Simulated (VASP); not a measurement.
Output of a VASP run:

### OSZICAR
```
...
       N       E                     dE             d eps       ncg     rms          rms(c)
DAV:   1    -0.368868348023E+03   -0.31065E-03   -0.22398E-01   376   0.136E+00    0.718E-02
RMM:   2    -0.368868772922E+03   -0.42490E-03   -0.50814E-03   324   0.191E-01    0.337E-02
RMM:   3    -0.368868756709E+03    0.16213E-04   -0.26402E-04   324   0.472E-02    0.246E-02
RMM:   4    -0.368868737023E+03    0.19686E-04   -0.11760E-04   313   0.261E-02    0.812E-03
RMM:   5    -0.368868736006E+03    0.10168E-05   -0.10735E-05   196   0.754E-03
   7 F= -.36886874E+03 E0= -.36886874E+03  d E =-.107782E-01
       N       E                     dE             d eps       ncg     rms          rms(c)
DAV:   1    -0.368868736550E+03    0.47329E-06   -0.28318E-03   400   0.154E-01    0.805E-03
RMM:   2    -0.368868742968E+03   -0.64178E-05   -0.70622E-05   300   0.226E-02    0.464E-03
RMM:   3    -0.368868742797E+03    0.17064E-06   -0.38727E-06   168   0.560E-03    0.337E-03
RMM:   4    -0.368868742536E+03    0.26098E-06   -0.16261E-06   162   0.312E-03
   8 F= -.36886874E+03 E0= -.36886874E+03  d E =-.107847E-01
       N       E                     dE             d eps       ncg     rms          rms(c)
DAV:   1    -0.368869240390E+03   -0.49759E-03   -0.56211E-01   352   0.210E+00    0.103E-01
RMM:   2    -0.368870303034E+03   -0.10626E-02   -0.11826E-02   324   0.283E-01    0.422E-02
RMM:   3    -0.368870270089E+03    0.32945E-04   -0.57087E-04   324   0.694E-02    0.304E-02
RMM:   4    -0.368870234920E+03    0.35169E-04   -0.17594E-04   323   0.315E-02    0.634E-03
RMM:   5    -0.368870235715E+03   -0.79513E-06   -0.15628E-05   198   0.954E-03
   9 F= -.36887024E+03 E0= -.36887024E+03  d E =-.149318E-02
       N       E                     dE             d eps       ncg     rms          rms(c)
DAV:   1    -0.368869904251E+03    0.33067E-03   -0.38647E-01   352   0.174E+00    0.857E-02
RMM:   2    -0.368870639427E+03   -0.73518E-03   -0.81569E-03   324   0.234E-01    0.351E-02
RMM:   3    -0.368870618122E+03    0.21305E-04   -0.39702E-04   324   0.576E-02    0.253E-02
RMM:   4    -0.368870594457E+03    0.23665E-04   -0.12177E-04   316   0.262E-02    0.544E-03
RMM:   5    -0.368870594973E+03   -0.51603E-06   -0.10912E-05   197   0.795E-03
  10 F= -.36887059E+03 E0= -.36887059E+03  d E =-.185244E-02
       N       E                     dE             d eps       ncg     rms          rms(c)
DAV:   1    -0.368870519900E+03    0.74557E-04   -0.38149E-01   352   0.156E+00    0.787E-02
RMM:   2    -0.368871215077E+03   -0.69518E-03   -0.76689E-03   324   0.208E-01    0.312E-02
RMM:   3    -0.368871194369E+03    0.20708E-04   -0.37206E-04   324   0.513E-02    0.229E-02
RMM:   4    -0.368871174222E+03    0.20147E-04   -0.10467E-04   296   0.231E-02    0.505E-03
RMM:   5    -0.368871174575E+03   -0.35285E-06   -0.95273E-06   197   0.705E-03
  11 F= -.36887117E+03 E0= -.36887117E+03  d E =-.579602E-03
       N       E                     dE             d eps       ncg     rms          rms(c)
DAV:   1    -0.368871128497E+03    0.45726E-04   -0.44512E-02   368   0.534E-01    0.270E-02
RMM:   2    -0.368871212216E+03   -0.83719E-04   -0.91554E-04   324   0.721E-02    0.110E-02
RMM:   3    -0.368871209925E+03    0.22905E-05   -0.44592E-05   218   0.179E-02    0.810E-03
RMM:   4    -0.368871207589E+03    0.23367E-05   -0.11029E-05   198   0.767E-03
  12 F= -.36887121E+03 E0= -.36887121E+03  d E =-.612616E-03
```

### OUTCAR
```
------------------------ aborting loop because EDIFF is reached ----------------------------------------
  FORCE on cell =-STRESS in cart. coord.  units (eV):
  Direction    XX          YY          ZZ          XY          YZ          ZX
  --------------------------------------------------------------------------------------
  Total        8.6263327      8.6409667      8.5799047     -0.0054426      0.0043068      0.0018165
  in kB       22.6089540     22.6473087     22.4872698     -0.0142647      0.0112878      0.0047609
  external PRESSURE =      22.5811775 kB  Pullay stress =       0.0000000 kB
  volume of cell :      611.30
      direct lattice vectors                 reciprocal lattice vectors
     8.486959016  0.000000000  0.000000000     0.117827834  0.000000000  0.000000000
     0.000000000  8.486959016  0.000000000     0.000000000  0.117827834  0.000000000
     0.000000000  0.000000000  8.486959016     0.000000000  0.000000000  0.117827834
  FREE ENERGIE OF THE ION-ELECTRON SYSTEM (eV)
  ---------------------------------------------------
  free  energy   TOTEN  =      -368.8712075885 eV

  energy  without entropy=     -368.8712075885  energy(sigma->0) =     -368.87120759

 reached required accuracy - stopping structural energy minimisation
```
(Selected blocks of OUTCAR.)

File POSCAR:
```
Mg32FO31
1
    8.4869590160     0.0000000000     0.0000000000
    0.0000000000     8.4869590160    -0.0000000000
   -0.0000000000    -0.0000000000     8.4869590160
Mg O F
32 31 1
Direct
  0.5000000000   0.0000000000   0.0000000000
  0.7500000000   0.2500000000   0.0000000000
  0.7500000000   0.0000000000   0.2500000000
  0.0000000000   0.0000000000   0.0000000000
  0.2500000000   0.2500000000   0.0000000000
  0.4988390000   0.4982770000   0.0037310000
  0.7500000000   0.7500000000   0.0000000000
  0.2500000000   0.0000000000   0.2500000000
  0.4941620000   0.2546850000   0.2482680000
  0.7493760000   0.5048510000   0.2516900000
  0.5000000000   0.0000000000   0.5000000000
  0.7500000000   0.2500000000   0.5000000000
  0.7500000000   0.0000000000   0.7500000000
  0.0000000000   0.5000000000   0.0000000000
  0.2500000000   0.7500000000   0.0000000000
  0.0000000000   0.2500000000   0.2500000000
  0.2443820000   0.5055230000   0.2553200000
  0.5036170000   0.7486570000   0.2525100000
  0.0000000000   0.0000000000   0.5000000000
  0.2500000000   0.2500000000   0.5000000000
  0.4950730000   0.5010400000   0.5026960000
  0.7500000000   0.7500000000   0.5000000000
  0.2500000000   0.0000000000   0.7500000000
  0.5000000000   0.2500000000   0.7500000000
  0.7500000000   0.5000000000   0.7500000000
  0.0000000000   0.7500000000   0.2500000000
  0.0000000000   0.5000000000   0.5000000000
  0.2500000000   0.7500000000   0.5000000000
  0.0000000000   0.2500000000   0.7500000000
  0.2500000000   0.5000000000   0.7500000000
  0.5000000000   0.7500000000   0.7500000000
  0.0000000000   0.7500000000   0.7500000000
  0.7480000000   0.2447740000   0.2486490000
  0.0000000000   0.5000000000   0.2500000000
  0.0000000000   0.2500000000   0.5000000000
  0.2554040000   0.2487850000   0.2503520000
  0.7475970000   0.7505300000   0.2555000000
  0.0000000000   0.0000000000   0.2500000000
  0.4976840000   0.2457110000   0.5056430000
  0.7550720000   0.4988180000   0.4996250000
  0.0000000000   0.7500000000   0.5000000000
  0.7500000000   0.2500000000   0.7500000000
  0.0000000000   0.5000000000   0.7500000000
  0.0000000000   0.2500000000   0.0000000000
  0.2535760000   0.7534970000   0.2458100000
  0.5000000000   0.0000000000   0.2500000000
  0.2468240000   0.5034900000   0.4979880000
  0.5044750000   0.7523940000   0.4961360000
  0.7500000000   0.0000000000   0.5000000000
  0.2500000000   0.2500000000   0.7500000000
  0.5000000000   0.5000000000   0.7500000000
  0.7500000000   0.7500000000   0.7500000000
  0.0000000000   0.0000000000   0.7500000000
  0.5043980000   0.2474750000   0.9972650000
  0.7449030000   0.5031700000   0.9992340000
  0.0000000000   0.7500000000   0.0000000000
  0.2500000000   0.0000000000   0.5000000000
  0.2500000000   0.7500000000   0.7500000000
  0.5000000000   0.0000000000   0.7500000000
  0.2519200000   0.5025390000   0.9989070000
  0.5001940000   0.7514200000   0.9966850000
  0.7500000000   0.0000000000   0.0000000000
  0.2500000000   0.0000000000   0.0000000000
  0.5024760000   0.5053850000   0.2512110000
```

Q: Reconstruct the remaining input files.

A: This is not unique; one that fits is the input of the run itself, PBE GGA, plane waves, VASP's PBE PAW potentials (set 64).

File KPOINTS:
```
Regular mesh
0
G
1 1 1
```

INCAR:
```
SYSTEM  =  Mg32FO31
PREC  =  Normal; ENCUT  =  400; LREAL  =  Auto
LASPH  =  .TRUE.; ISYM  =  0; NELECT  =  258.0
EDIFF  =  1E-5; NELM  =  100; NELMIN  =  4
ALGO  =  Fast
ISMEAR  =  0; SIGMA  =  0.05
GGA  =  PE
IBRION  =  2; NSW  =  60; ISIF  =  2
EDIFFG  =  -0.03
LWAVE  =  .TRUE.; LCHARG  =  .FALSE.
```

POTCAR, in this order: Mg O F (PBE.64 set). Program: vasp_gam.

At this cut-off the stress carries a Pulay error, which pulls relaxed volumes low. The cell is charged, with a uniform compensating background. The supercell is sampled at Γ alone, which is coarse: total energies, pressure and levels can be off, energies of defects by several tenths of an eV.

The cell is a supercell with a defect, built from MgO (rock salt): F_O, charge -1. The run is not spin-polarised, so no state with unpaired spins was tried.
